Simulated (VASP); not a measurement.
**From an Ansatz input to VASP: Sr₂C (antifluorite)**

Ansatz input

```yaml
crystal:
  lattice:
    - [0.0, 3.0814800447, 3.0814800447]
    - [3.0814800447, 0.0, 3.0814800447]
    - [3.0814800447, 3.0814800447, 0.0]
  atoms:
    - { symbol: C, position: [0.0, 0.0, 0.0] }
    - { symbol: Sr, position: [0.25, 0.25, 0.25] }
    - { symbol: Sr, position: [0.75, 0.75, 0.75] }
kpoints:
  mp_grid: { grid: [6, 6, 6] }
hamiltonian:
  xc: pbe
scf:
  occupations: { method: fermi_dirac, width: 0.02 }
relax:
  f_tol: 0.005
  cell: {}
```

Question: Which VASP files do the same job?

Answer: 

INCAR

```
EDIFF = 1E-7
GGA = PE
ENCUT = 600
LASPH = .TRUE.
NSW = 40
ISIF = 3
NBANDS = 19
LWAVE = .FALSE.
NELM = 120
SIGMA = 0.02
IBRION = 2
LREAL = .FALSE.
PREC = Accurate
ISMEAR = -1
EDIFFG = -5E-3
LCHARG = .FALSE.
```

KPOINTS

```
KPOINTS created by Atomic Simulation Environment
0
Gamma
6 6 6
0 0 0
```

POSCAR

```
C  Sr
 1.0000000000000000
     0.0000000000000000    3.0814800447000001    3.0814800447000001
     3.0814800447000001    0.0000000000000000    3.0814800447000001
     3.0814800447000001    3.0814800447000001    0.0000000000000000
 C   Sr
   1   2
Cartesian
  0.0000000000000000  0.0000000000000000  0.0000000000000000
  1.5407400223500001  1.5407400223500001  1.5407400223500001
  4.6222200670499998  4.6222200670499998  4.6222200670499998
```

VASP ran with the recommended PBE PAW datasets (24 valence electrons in the cell). Other inputs would serve too.

```json
{"": "relaxed cell vector lengths", "Ansatz": "4.766, 4.766, 4.766 Å", "VASP": "4.776, 4.776, 4.776 Å"}
{"": "relaxed cell volume", "Ansatz": "76.55 Å³", "VASP": "77.05 Å³"}
```

Datasets and cutoffs are each program's own. VASP's cell holds 24 valence electrons and Ansatz's 24.
